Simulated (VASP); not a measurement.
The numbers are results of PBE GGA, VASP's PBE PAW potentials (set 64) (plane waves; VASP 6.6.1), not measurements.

The input files of a VASP run:

INCAR:
```
SYSTEM = PbTe
PREC = Normal; ENCUT = 400; LREAL = .FALSE.
LASPH = .TRUE.
EDIFF = 1E-5; NELM = 100; NELMIN = 4
ALGO = Fast; LMAXMIX = 4
ISMEAR = 0; SIGMA = 0.05
GGA = PE
IBRION = 2; NSW = 20; ISIF = 2
EDIFFG = -0.03
LWAVE = .FALSE.; LCHARG = .FALSE.
```

KPOINTS:
```
Automatic mesh
0
Gamma
8 8 8
0 0 0
```

### POSCAR
```
PbTe
1.0
  0.0000000000   3.2838789758   3.2838789758
  3.2838789758   0.0000000000   3.2838789758
  3.2838789758   3.2838789758   0.0000000000
Te Pb
1 1
Cartesian
  3.2838789758   3.2838789758   3.2838789758
  0.0000000000   0.0000000000   0.0000000000
```

POTCAR, in this order: Te Pb_d (PBE.64 set). Program: vasp_std.

Output of the run:

**OSZICAR**
```
       N       E                     dE             d eps       ncg     rms          rms(c)
DAV:   1     0.140805893284E+03    0.14081E+03   -0.79956E+03   820   0.111E+03
DAV:   2     0.255289381912E+01   -0.13825E+03   -0.13598E+03   860   0.309E+02
DAV:   3    -0.741502016161E+01   -0.99679E+01   -0.98581E+01  1052   0.909E+01
DAV:   4    -0.766009911910E+01   -0.24508E+00   -0.24497E+00   996   0.177E+01
DAV:   5    -0.766713537135E+01   -0.70363E-02   -0.70362E-02  1068   0.244E+00    0.300E+00
RMM:   6    -0.752447420021E+01    0.14266E+00   -0.17907E-01   812   0.319E+00    0.186E+00
RMM:   7    -0.752205429314E+01    0.24199E-02   -0.10151E-01   841   0.190E+00    0.827E-01
RMM:   8    -0.752333906283E+01   -0.12848E-02   -0.12178E-02   837   0.189E+00    0.106E-01
RMM:   9    -0.752295263144E+01    0.38643E-03   -0.40772E-03   843   0.725E-01    0.738E-02
RMM:  10    -0.752298840061E+01   -0.35769E-04   -0.87690E-04   958   0.346E-01    0.491E-02
RMM:  11    -0.752298261882E+01    0.57818E-05   -0.18861E-04   822   0.138E-01    0.149E-02
RMM:  12    -0.752298718478E+01   -0.45660E-05   -0.47362E-05   707   0.770E-02
   1 F= -.75229872E+01 E0= -.75229872E+01  d E =-.752299E+01
```

**OUTCAR**
```
------------------------ aborting loop because EDIFF is reached ----------------------------------------
  FORCE on cell =-STRESS in cart. coord.  units (eV):
  Direction    XX          YY          ZZ          XY          YZ          ZX
  --------------------------------------------------------------------------------------
  Total       -0.0033060     -0.0033060     -0.0033060      0.0000000     -0.0000000      0.0000000
  in kB       -0.0747865     -0.0747865     -0.0747865      0.0000000     -0.0000000      0.0000000
  external PRESSURE =      -0.0747865 kB  Pullay stress =       0.0000000 kB
  volume of cell :       70.83
      direct lattice vectors                 reciprocal lattice vectors
     0.000000000  3.283878976  3.283878976    -0.152258961  0.152258961  0.152258961
     3.283878976  0.000000000  3.283878976     0.152258961 -0.152258961  0.152258961
     3.283878976  3.283878976  0.000000000     0.152258961  0.152258961 -0.152258961
  FREE ENERGIE OF THE ION-ELECTRON SYSTEM (eV)
  ---------------------------------------------------
  free  energy   TOTEN  =        -7.5229871848 eV

  energy  without entropy=       -7.5229871848  energy(sigma->0) =       -7.52298718

 reached required accuracy - stopping structural energy minimisation
```
(Selected blocks of OUTCAR.)

File OUTCAR:
```
 val. band max:        5.0034894429   @ k =   0.5000   0.0000   0.0000

 cond. band min:       5.8345751435   @ k =   0.5000   0.0000   0.0000


 Fermi energy:         5.2416564129

 k-point     1 :       0.0000    0.0000    0.0000
  band No.  band energies     occupation
      1     -11.6393      2.00000
      2     -11.6393      2.00000
      3     -11.6336      2.00000
      4     -11.6336      2.00000
      5     -11.6336      2.00000
      6      -6.6160      2.00000
      7      -0.7051      2.00000
      8       3.8456      2.00000
      9       3.8456      2.00000
     10       3.8456      2.00000
     11       9.0307      0.00000
     12       9.0307      0.00000
     13       9.0307      0.00000
     14      10.9168      0.00000

 k-point     2 :       0.1250    0.0000    0.0000
  band No.  band energies     occupation
      1     -11.6408      2.00000
      2     -11.6408      2.00000
      3     -11.6333      2.00000
      4     -11.6318      2.00000
      5     -11.6318      2.00000
      6      -6.4913      2.00000
      7      -1.0743      2.00000
      8       3.8831      2.00000
      9       3.8831      2.00000
     10       4.0390      2.00000
     11       8.2934      0.00000
     12       8.4794      0.00000
     13       8.4794      0.00000
     14      10.7692      0.00000

 k-point     3 :       0.2500    0.0000    0.0000
  band No.  band energies     occupation
      1     -11.6449      2.00000
      2     -11.6449      2.00000
      3     -11.6324      2.00000
      4     -11.6268      2.00000
      5     -11.6268      2.00000
      6      -6.1340      2.00000
      7      -1.9304      2.00000
      8       3.9991      2.00000
      9       3.9991      2.00000
     10       4.4179      2.00000
     11       7.1578      0.00000
     12       7.5116      0.00000
     13       7.5116      0.00000
     14      11.0567      0.00000

 k-point     4 :       0.3750    0.0000    0.0000
  band No.  band energies     occupation
...
```

Unless said otherwise, spin-orbit coupling is left out, though it shifts the bands of the heavy elements here.

The compound is PbTe in the rock salt structure. It was relaxed first, which changed the volume by +5 %.
